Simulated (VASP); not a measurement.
Here is the system:

```
Na2S
1.0
    0.00000     3.17725     3.17725
    3.17725     0.00000     3.17725
    3.17725     3.17725     0.00000
Na S
2 1
Direct
  0.25000   0.25000   0.25000
  0.75000   0.75000   0.75000
  0.00000   0.00000   0.00000
```

Level of theory: SCAN meta-GGA, VASP's PBE PAW potentials (set 64) (plane waves; VASP). Run with 520 eV cut-off, 6×6×6 Γ-centred mesh, Gaussian smearing of 0.050 eV, potentials Na_pv S.

Task: What does the run give for the energy per atom (σ→0), pressure, band gap (on the k-mesh) with the smallest direct gap where there is one?

Result: 
```json
{
 "band gap (on the k-mesh)": "3.35 eV",
 "smallest direct gap (on the k-mesh)": "3.35 eV",
 "energy per atom (σ→0)": "-7.288 eV/atom",
 "pressure": "1.91 GPa"
}
```

Only differences to runs with the same potentials and settings are physical.

The compound is Na2S in the antifluorite structure. This cell is one point of a volume scan, at 0.94 of the reference volume.
